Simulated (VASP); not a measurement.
An input for Ansatz (written as the equivalent of a VASP run, and not itself run):

Ansatz 0.2 input:
```yaml
crystal:
  lattice:
    - [6.4385470, 0.0000000, 0.0000000]
    - [0.0000000, 6.4385470, 0.0000000]
    - [0.0000000, 0.0000000, 4.2060890]
  atoms:
    - { symbol: Ca, position: [0.5019410, 0.4994080, 0.5039260] }
    - { symbol: Ca, position: [-0.0045630, 0.0009030, 0.0030900] }
    - { symbol: Cl, position: [0.6906660, 0.6987660, 0.0017770] }
    - { symbol: Cl, position: [0.3112080, 0.3021200, -0.0167910] }
    - { symbol: Cl, position: [0.8084750, 0.2004440, 0.5067700] }
    - { symbol: Cl, position: [0.1922730, 0.7983590, 0.5012290] }
kpoints:
  mp_grid: { grid: [5, 5, 8] }
hamiltonian:
  xc: lda
  pseudopotentials: { kind: paw }
scf:
  occupations: { method: fermi_dirac, width: 0.05 }
  max_iter: 100
output: { forces: true, stress: true, eigenvalues: true }
```

Question: Translate this input to VASP (INCAR, KPOINTS, POSCAR, choice of POTCAR).

Answer: This is not unique; one that fits is 
### POSCAR
```
CaCl2
1
    6.4385470000     0.0000000000     0.0000000000
    0.0000000000     6.4385470000     0.0000000000
    0.0000000000     0.0000000000     4.2060890000
Ca Cl
2 4
Direct
  0.5019410000   0.4994080000   0.5039260000
 -0.0045630000   0.0009030000   0.0030900000
  0.6906660000   0.6987660000   0.0017770000
  0.3112080000   0.3021200000  -0.0167910000
  0.8084750000   0.2004440000   0.5067700000
  0.1922730000   0.7983590000   0.5012290000
```

KPOINTS:
```
Automatic mesh
0
Gamma
5 5 8
0 0 0
```

### INCAR
```
SYSTEM=CaCl2
PREC=Accurate; ENCUT=300; LREAL=.FALSE.
LASPH=.TRUE.
EDIFF=1E-6; NELM=100; ALGO=Normal
ISMEAR=-1; SIGMA=0.05
ISIF=2
LWAVE=.FALSE.; LCHARG=.FALSE.
```

POTCAR, in this order: Ca_sv Cl (LDA.64 set). Program: vasp_std.

What does not carry over: each code has its own PAW files, so the cut-off isn't converted (ENCUT is set for VASP's; basis.ecutwfc is left out, and Ansatz then takes the one that its files recommend); Ansatz stops its SCF on the density residual and VASP on the energy change (EDIFF); Ansatz's lda is the Perdew-Wang form, while the LDA potentials of VASP carry Perdew-Zunger's.

The structure comes from a computed database's CaCl2 entry; how it stands against other phases isn't given here. The cell was not relaxed at this level, atoms are displaced from their ideal sites.
